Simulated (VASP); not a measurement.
Input:

```xyz
3
Lattice="2.2295 -3.8616 0.0000 2.2295 3.8616 0.0000 0.0000 0.0000 4.9375" Properties=species:S:1:pos:R:3 pbc="T T T"
Se     0.4844     0.8390     3.2917
Se     3.4901     0.0000     0.0000
Se     0.4844    -0.8390     1.6458
```

Computed with r2SCAN meta-GGA, VASP's PBE PAW potentials (set 64) (plane waves; VASP). Settings: 520 eV cut-off, 6×6×5 Γ-centred mesh, Gaussian smearing of 0.050 eV, potentials Se.

### Question
The ions and cell shape at fixed volume are relaxed. Predict the relaxed structure.

### Answer

```xyz
3
Lattice="2.2144 -3.8354 0.0000 2.2144 3.8354 0.0000 0.0000 0.0000 5.0050" Properties=species:S:1:pos:R:3 pbc="T T T"
Se     2.7036    -2.9881     3.3367
Se     3.4504     0.0000     0.0000
Se     2.7036     2.9881     1.6683
```
Space group P3_121 (152), at a tolerance of 0.03 Å.

### Question
How much energy does the relaxation gain?

### Answer
The energy (σ→0) changes by -3.7 meV/atom, in 5 ionic steps.

The compound is Se in the trig structure. This cell is one point of a volume scan, at 0.97 of the reference volume. Symmetry was kept, so distortions that lower it aren't found.
